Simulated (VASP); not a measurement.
Data:

```
TaN
1.0
    3.13300     0.00000     0.00000
    0.00000     3.13300     0.00000
    0.00000     0.00000     3.13300
Ta N
1 1
Direct
  0.00000   0.00000   0.00000
  0.50000   0.50000   0.50000
```

Level of theory: PBEsol GGA, VASP's PBE PAW potentials (set 64) (plane waves; VASP 6.6.1). Settings: 520 eV cut-off, 11×11×11 Γ-centred mesh, first-order Methfessel-Paxton smearing of 0.10 eV, potentials Ta_pv N.

Energy and stress use the plane-wave basis of the starting cell.

Q: The ions, cell shape and volume are relaxed. Predict the relaxed structure.

A: 
```
TaN
1.0
    2.72430     0.00000     0.00000
    0.00000     2.72430     0.00000
    0.00000     0.00000     2.72430
Ta N
1 1
Direct
  0.00000   0.00000   0.00000
  0.50000   0.50000   0.50000
```
Space group Pm-3m (221), at a tolerance of 0.03 Å.

Q: How do energy and volume change from the first to the last step?

A: The energy (σ→0) changes by -1357.2 meV/atom and the volume by -34.3 %, in 14 ionic steps.

The structure was generated: TaN was put into the CsCl type type (Pm-3m), which need not be its known phase. This run relaxes it. Symmetry was kept, so distortions that lower it aren't found.
